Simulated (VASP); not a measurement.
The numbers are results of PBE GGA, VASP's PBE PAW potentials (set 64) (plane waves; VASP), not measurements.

Input for VASP

### KPOINTS
```
Automatic mesh
0
Gamma
14 14 4
0 0 0
```

File POSCAR:
```
Y
1.0
  3.5661790000   0.0000000000   0.0000000000
 -1.7830900000   3.0884020000   0.0000000000
  0.0000000000   0.0000000000  11.4742050000
Y
4
direct
  0.0000000000   0.0000000000   0.0000000000
  0.0000000000   0.0000000000   0.5000000000
  0.3333330000   0.6666670000   0.2500000000
  0.6666670000   0.3333330000   0.7500000000
```

**INCAR**
```
ALGO  =  Normal
EDIFF  =  1E-6
ENCUT  =  300
GGA  =  PE
ISIF  =  2
ISMEAR  =  1
LASPH  =  .TRUE.
LCHARG  =  .FALSE.
LMAXMIX  =  4
LREAL  =  .FALSE.
LWAVE  =  .FALSE.
NELM  =  100
PREC  =  Accurate
SIGMA  =  0.2
SYSTEM  =  Y
```

POTCAR, in this order: Y_sv (PBE.64 set). Program: vasp_std.

The run wrote:

### OUTCAR
```
 ion  position               nearest neighbor table
   1  0.000  0.000  0.000-   3 3.53   4 3.53   4 3.53   3 3.53   4 3.53   3 3.53
   2  0.000  0.000  0.500-   3 3.53   4 3.53   4 3.53   3 3.53   4 3.53   3 3.53
   3  0.333  0.667  0.250-   1 3.53   2 3.53   1 3.53   2 3.53   1 3.53   2 3.53
   4  0.667  0.333  0.750-   1 3.53   2 3.53   1 3.53   2 3.53   1 3.53   2 3.53
  LATTYP: Found a hexagonal cell.
 ALAT       =     3.5661790000
 C/A-ratio  =     3.2175067488
 Subroutine PRICEL returns:
 Original cell was already a primitive cell.
 Subroutine GETGRP returns: Found 24 space group operations
The static configuration has the point symmetry D_3d.
 The point group associated with its full space group is D_6h.
The dynamic configuration has the point symmetry D_3d.
 Subroutine INISYM returns: Found 24 space group operations
 Subroutine IBZKPT returns following result:
 Found     72 irreducible k-points:

 Following reciprocal coordinates:
            Coordinates               Weight
  0.000000  0.000000  0.000000      1.000000
  0.071429  0.000000  0.000000      6.000000
  0.142857  0.000000  0.000000      6.000000
  0.214286  0.000000  0.000000      6.000000
  0.285714  0.000000  0.000000      6.000000
  0.357143 -0.000000  0.000000      6.000000
  0.428571  0.000000  0.000000      6.000000
  0.500000  0.000000  0.000000      3.000000
  0.071429  0.071429  0.000000      6.000000
  0.142857  0.071429  0.000000     12.000000
  0.214286  0.071429  0.000000     12.000000
  0.285714  0.071429  0.000000     12.000000
  0.357143  0.071429  0.000000     12.000000
  0.428571  0.071429  0.000000     12.000000
  0.142857  0.142857  0.000000      6.000000
  0.214286  0.142857  0.000000     12.000000
  0.285714  0.142857  0.000000     12.000000
  0.357143  0.142857  0.000000     12.000000
  0.428571  0.142857  0.000000      6.000000
  0.214286  0.214286  0.000000      6.000000
  0.285714  0.214286  0.000000     12.000000
  0.357143  0.214286  0.000000     12.000000
  0.285714  0.285714  0.000000      6.000000
  0.357143  0.285714  0.000000      6.000000
  0.000000  0.000000  0.250000      2.000000
  0.071429  0.000000  0.250000     12.000000
  0.142857  0.000000  0.250000     12.000000
  0.214286  0.000000  0.250000     12.000000
  0.285714  0.000000  0.250000     12.000000
  0.357143 -0.000000  0.250000     12.000000
  0.428571  0.000000  0.250000     12.000000
  0.500000  0.000000  0.250000      6.000000
  0.071429  0.071429  0.250000     12.000000
  0.142857  0.071429  0.250000     24.000000
  0.214286  0.071429  0.250000     24.000000
  0.285714  0.071429  0.250000     24.000000
  0.357143  0.071429  0.250000     24.000000
  0.428571  0.071429  0.250000     24.000000
  0.142857  0.142857  0.250000     12.000000
  0.214286  0.142857  0.250000     24.000000
   k-points           NKPTS =     72   k-points in BZ     NKDIM =     72   number of bands    NBANDS=     26
   number of dos      NEDOS =    301   number of ions     NIONS =      4
   total plane-waves  NPLWV =  28000
   dimension x,y,z NGX =    20 NGY =   20 NGZ =   70
   dimension x,y,z NGXF=    40 NGYF=   40 NGZF=  140
   ions per type =               4
   PREC   = accura    normal or accurate (medium, high low for compatibility)
   ISTART =      0    job   : 0-new  1-cont  2-samecut
   ICHARG =      2    charge: 1-file 2-atom 10-const
   ISPIN  =      1    spin polarized calculation?
   LNONCOLLINEAR =      F non collinear calculations
   LSORBIT =      F    spin-orbit coupling
   INIWAV =      1    electr: 0-lowe 1-rand  2-diag
   ENCUT  =  300.0 eV  22.05 Ry    4.70 a.u.   5.04  5.04 16.20*2*pi/ulx,y,z
   NELM   =    100;   NELMIN=  2; NELMDL= -5     # of ELM steps
...
```

File OSZICAR:
```
       N       E                     dE             d eps       ncg     rms          rms(c)
DAV:   1     0.178216720244E+03    0.17822E+03   -0.17174E+04  3808   0.111E+03
DAV:   2    -0.556997783349E+01   -0.18379E+03   -0.18062E+03  4306   0.289E+02
DAV:   3    -0.252000390243E+02   -0.19630E+02   -0.19211E+02  6240   0.516E+01
DAV:   4    -0.263628951289E+02   -0.11629E+01   -0.11470E+01  5248   0.137E+01
DAV:   5    -0.264028560870E+02   -0.39961E-01   -0.39489E-01  5596   0.228E+00    0.455E+01
DAV:   6    -0.257886999891E+02    0.61416E+00   -0.86496E-01  4042   0.537E+00    0.282E+01
DAV:   7    -0.257021670644E+02    0.86533E-01   -0.16739E+00  4596   0.686E+00    0.244E+00
DAV:   8    -0.256810285460E+02    0.21139E-01   -0.33517E-01  4572   0.295E+00    0.121E+00
DAV:   9    -0.256799145439E+02    0.11140E-02   -0.90238E-03  5474   0.480E-01    0.377E-01
DAV:  10    -0.256799680375E+02   -0.53494E-04   -0.24410E-03  4370   0.384E-01    0.330E-01
DAV:  11    -0.256799486297E+02    0.19408E-04   -0.25070E-04  5230   0.106E-01    0.666E-02
DAV:  12    -0.256799456084E+02    0.30213E-05   -0.52291E-05  4362   0.610E-02    0.683E-02
DAV:  13    -0.256799423196E+02    0.32888E-05   -0.11015E-05  4604   0.234E-02    0.179E-02
DAV:  14    -0.256799422943E+02    0.25350E-07   -0.74047E-07  2420   0.725E-03
   1 F= -.25679942E+02 E0= -.25680240E+02  d E =0.892155E-03
```

### OUTCAR
```
------------------------ aborting loop because EDIFF is reached ----------------------------------------
  FORCE on cell =-STRESS in cart. coord.  units (eV):
  Direction    XX          YY          ZZ          XY          YZ          ZX
  --------------------------------------------------------------------------------------
  Total        0.5932345      0.5932347      0.5952733     -0.0000001      0.0000000      0.0000000
  in kB        7.5210321      7.5210340      7.5468791     -0.0000012      0.0000000      0.0000000
  external PRESSURE =       7.5296484 kB  Pullay stress =       0.0000000 kB
  volume of cell :      126.37
      direct lattice vectors                 reciprocal lattice vectors
     3.566179000  0.000000000  0.000000000     0.280412172  0.161896068  0.000000000
    -1.783090000  3.088402000  0.000000000     0.000000000  0.323792045  0.000000000
     0.000000000  0.000000000 11.474205000     0.000000000  0.000000000  0.087152007
 POSITION                                       TOTAL-FORCE (eV/Angst)
 -----------------------------------------------------------------------------------
      0.00000      0.00000      0.00000        -0.000000      0.000000      0.000000
      0.00000      0.00000      5.73710        -0.000000      0.000000      0.000000
     -0.00000      2.05894      2.86855        -0.000000     -0.000000     -0.000000
      1.78309      1.02947      8.60565         0.000000      0.000000     -0.000000
 -----------------------------------------------------------------------------------
    total drift:                                0.000000     -0.000000      0.000000
  FREE ENERGIE OF THE ION-ELECTRON SYSTEM (eV)
  ---------------------------------------------------
  free  energy   TOTEN  =       -25.6799422943 eV

  energy  without entropy=      -25.6808344494  energy(sigma->0) =      -25.68023968
```
(Selected blocks of OUTCAR.)

At this cut-off the stress carries a Pulay error, which pulls relaxed volumes low.

The structure was generated: Y was put into an ordered model structure, which need not be its known phase. The cell was not relaxed at this level. VASP warned that the highest band is occupied, so more bands are needed.
